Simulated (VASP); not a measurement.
All values below come from PBE GGA, VASP's PBE PAW potentials (set 64) (plane waves; VASP).

VASP ran on this input.

File POSCAR:
```
NiGe
1
    5.3104630000     0.0000000000     0.0000000000
    0.0000000000     3.4384970000     0.0000000000
    0.0000000000     0.0000000000     5.7499550000
Ni Ge
4 4
Direct
  0.5055400000   0.2500000000   0.6907300000
  0.4944600000   0.7500000000   0.3092700000
  0.9944600000   0.7500000000   0.1907300000
  0.0055400000   0.2500000000   0.8092700000
  0.6896600000   0.2500000000   0.0869800000
  0.3103400000   0.7500000000   0.9130200000
  0.8103400000   0.7500000000   0.5869800000
  0.1896600000   0.2500000000   0.4130200000
```

### INCAR
```
SYSTEM = NiGe
PREC = Accurate
ENCUT = 300
EDIFF = 1E-6
NELM = 100
ALGO = Normal
LREAL = .FALSE.
LASPH = .TRUE.
ISMEAR = 0
SIGMA = 0.05
GGA = PE
LMAXMIX = 4
LWAVE = .FALSE.
LCHARG = .FALSE.
ISIF = 2
```

### KPOINTS
```
Automatic
0
Gamma
  1 2 1
0 0 0
```

POTCAR, in this order: Ni Ge_d (PBE.64 set). Program: vasp_std.

Output of the run:

### OSZICAR
```
       N       E                     dE             d eps       ncg     rms          rms(c)
DAV:   1     0.792034916741E+03    0.79203E+03   -0.29579E+04   268   0.327E+03
DAV:   2     0.991130524082E+02   -0.69292E+03   -0.66508E+03   228   0.719E+02
DAV:   3    -0.407438131318E+02   -0.13986E+03   -0.13413E+03   245   0.211E+02
DAV:   4    -0.485682727656E+02   -0.78245E+01   -0.77737E+01   237   0.598E+01
DAV:   5    -0.487205078220E+02   -0.15224E+00   -0.15186E+00   254   0.866E+00    0.242E+01
DAV:   6    -0.562763865154E+02   -0.75559E+01   -0.98756E+01   262   0.948E+01    0.348E+01
DAV:   7    -0.421740186184E+02    0.14102E+02   -0.33395E+01   255   0.616E+01    0.345E+00
DAV:   8    -0.423884564589E+02   -0.21444E+00   -0.34148E+00   271   0.109E+01    0.478E+00
DAV:   9    -0.422437971128E+02    0.14466E+00   -0.10619E+00   271   0.104E+01    0.362E+00
DAV:  10    -0.421707141114E+02    0.73083E-01   -0.14044E-01   238   0.421E+00    0.127E+00
DAV:  11    -0.421673912601E+02    0.33229E-02   -0.13367E-02   285   0.106E+00    0.710E-01
DAV:  12    -0.421671928580E+02    0.19840E-03   -0.41553E-03   311   0.682E-01    0.520E-01
DAV:  13    -0.421661821232E+02    0.10107E-02   -0.96358E-04   269   0.343E-01    0.208E-01
DAV:  14    -0.421660001726E+02    0.18195E-03   -0.27197E-04   287   0.157E-01    0.471E-02
DAV:  15    -0.421660113044E+02   -0.11132E-04   -0.51565E-05   237   0.554E-02    0.100E-02
DAV:  16    -0.421660113940E+02   -0.89627E-07   -0.14515E-06   157   0.783E-03
   1 F= -.42166011E+02 E0= -.42151096E+02  d E =-.298310E-01
```

File OUTCAR:
```
------------------------ aborting loop because EDIFF is reached ----------------------------------------
  FORCE on cell =-STRESS in cart. coord.  units (eV):
  Direction    XX          YY          ZZ          XY          YZ          ZX
  --------------------------------------------------------------------------------------
  Total        7.9996031     -0.9084209      1.7829039      0.0000000      0.0000000      0.0000000
  in kB      122.0712921    -13.8622019     27.2065225      0.0000000      0.0000000      0.0000000
  external PRESSURE =      45.1385376 kB  Pullay stress =       0.0000000 kB
  volume of cell :      104.99
      direct lattice vectors                 reciprocal lattice vectors
     5.310463000  0.000000000  0.000000000     0.188307498  0.000000000  0.000000000
     0.000000000  3.438497000  0.000000000     0.000000000  0.290824741  0.000000000
     0.000000000  0.000000000  5.749955000     0.000000000  0.000000000  0.173914405
 POSITION                                       TOTAL-FORCE (eV/Angst)
 -----------------------------------------------------------------------------------
      2.68465      0.85962      3.97167        -0.004013     -0.000000      0.474497
      2.62581      2.57887      1.77829         0.004013     -0.000000     -0.474497
      5.28104      2.57887      1.09669         0.004013     -0.000000      0.474497
      0.02942      0.85962      4.65327        -0.004013      0.000000     -0.474497
      3.66241      0.85962      0.50013         0.732328     -0.000000      0.728266
      1.64805      2.57887      5.24982        -0.732328      0.000000     -0.728266
      4.30328      2.57887      3.37511        -0.732328     -0.000000      0.728266
      1.00718      0.85962      2.37485         0.732328     -0.000000     -0.728266
 -----------------------------------------------------------------------------------
    total drift:                                0.000000      0.000000      0.000000
  FREE ENERGIE OF THE ION-ELECTRON SYSTEM (eV)
  ---------------------------------------------------
  free  energy   TOTEN  =       -42.1660113940 eV

  energy  without entropy=      -42.1361803912  energy(sigma->0) =      -42.15109589
```
(Selected blocks of OUTCAR.)

**OUTCAR**
```
 val. band max:        8.2604698217   @ k =   0.0000   0.0000   0.0000

 cond. band min:       8.3122218916   @ k =   0.0000   0.5000   0.0000


 Fermi energy:         8.2770383391

 k-point     1 :       0.0000    0.0000    0.0000
  band No.  band energies     occupation
      1     -15.4936      2.00000
      2     -15.4796      2.00000
      3     -15.4743      2.00000
      4     -15.4718      2.00000
      5     -15.4520      2.00000
      6     -15.4305      2.00000
      7     -15.4287      2.00000
      8     -15.4282      2.00000
      9     -15.4196      2.00000
     10     -15.4176      2.00000
     11     -15.4106      2.00000
     12     -15.4033      2.00000
     13     -15.4009      2.00000
     14     -15.3962      2.00000
     15     -15.3917      2.00000
     16     -15.3837      2.00000
     17     -15.3814      2.00000
     18     -15.3790      2.00000
     19     -15.3779      2.00000
     20     -15.3752      2.00000
     21      -3.9427      2.00000
     22      -0.7225      2.00000
     23       0.4676      2.00000
     24       0.7112      2.00000
     25       2.8644      2.00000
     26       3.1857      2.00000
     27       5.0650      2.00000
     28       5.3841      2.00000
     29       5.3894      2.00000
     30       5.4612      2.00000
     31       5.6084      2.00000
     32       5.6648      2.00000
     33       5.7306      2.00000
     34       6.1440      2.00000
     35       6.1775      2.00000
     36       6.3390      2.00000
     37       6.4301      2.00000
     38       6.6865      2.00000
     39       6.9051      2.00000
     40       6.9228      2.00000
     41       6.9234      2.00000
     42       6.9890      2.00000
     43       7.0565      2.00000
     44       7.1585      2.00000
     45       7.2909      2.00000
     46       7.7533      2.00000
     47       8.0233      2.00000
     48       8.2605      1.36066
     49       9.5817      0.00000
     50       9.8705      0.00000
     51      13.2004      0.00000
...
```

At this cut-off the stress carries a Pulay error, which pulls relaxed volumes low.

The structure comes from a computed database's NiGe entry (Pnma); how it stands against other phases isn't given here. The cell was not relaxed at this level. The k-mesh is coarse (spacing up to 1.18 per Å, 2π included), so the numbers may not be converged in it. The run is one of a series of settings (KPOINTS 1×2×1 Γ-centred mesh against the base run), some of them coarse on purpose. The run is not spin-polarised, so no magnetic state was tried.
